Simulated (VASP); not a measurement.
Method: PBEsol GGA, VASP's PBE PAW potentials (set 64) (plane waves; VASP 6.6.1).

A VASP calculation is set up with these files.

**POSCAR**
```
RhN
1
    0.0000000000     2.4595120000     2.4595120000
    2.4595120000     0.0000000000     2.4595120000
    2.4595120000     2.4595120000     0.0000000000
Rh N
1 1
Direct
  0.0000000000   0.0000000000   0.0000000000
  0.2500000000   0.2500000000   0.2500000000
```

### INCAR
```
# general
SYSTEM  = RhN
PREC    = Accurate
ENCUT   = 520
LREAL   = .False.
LASPH   = .True.

# electronic loop
EDIFF   = 1E-6
NELM    = 100
ALGO    = Normal
LMAXMIX = 4

# smearing
ISMEAR  = 1
SIGMA   = 0.1

# functional
GGA     = PS

# ions
IBRION  = 2
NSW     = 60
ISIF    = 3
EDIFFG  = -0.01

# output
LWAVE   = .False.
LCHARG  = .False.
```

File KPOINTS:
```
K-points
0
Gamma
  12 12 12
```

POTCAR, in this order: Rh_pv N (PBE.64 set). Program: vasp_std.

Energy and stress use the plane-wave basis of the starting cell.

What does the run give for the energy per atom (σ→0), volume per atom, band gap (on the k-mesh)?

| Item | Value |
|---|---|
| energy per atom (σ→0) | -7.983 eV/atom |
| band gap (on the k-mesh) | none (metal, semimetal or under 0.01 eV) |
| volume per atom | 11.70 Å³/atom |

### OSZICAR
```
...
DAV:   1    -0.159743567857E+02   -0.91022E-02   -0.13798E-01  2016   0.515E+00    0.737E-01
DAV:   2    -0.159680344184E+02    0.63224E-02   -0.44396E-02  2028   0.282E+00    0.355E-01
DAV:   3    -0.159657170559E+02    0.23174E-02   -0.56515E-03  2128   0.995E-01    0.152E-01
DAV:   4    -0.159656276851E+02    0.89371E-04   -0.10411E-03  2118   0.336E-01    0.466E-02
DAV:   5    -0.159656310595E+02   -0.33744E-05   -0.48209E-05  2388   0.780E-02    0.216E-02
DAV:   6    -0.159656317324E+02   -0.67290E-06   -0.14610E-05  2364   0.356E-02    0.187E-03
DAV:   7    -0.159656316642E+02    0.68173E-07   -0.55489E-07  1110   0.883E-03
   5 F= -.15965632E+02 E0= -.15965252E+02  d E =-.847031E+00
```

The structure was generated: RhN was put into the zinc blende type (F-43m), which need not be its known phase. This run relaxes it. Symmetry was kept, so distortions that lower it aren't found.
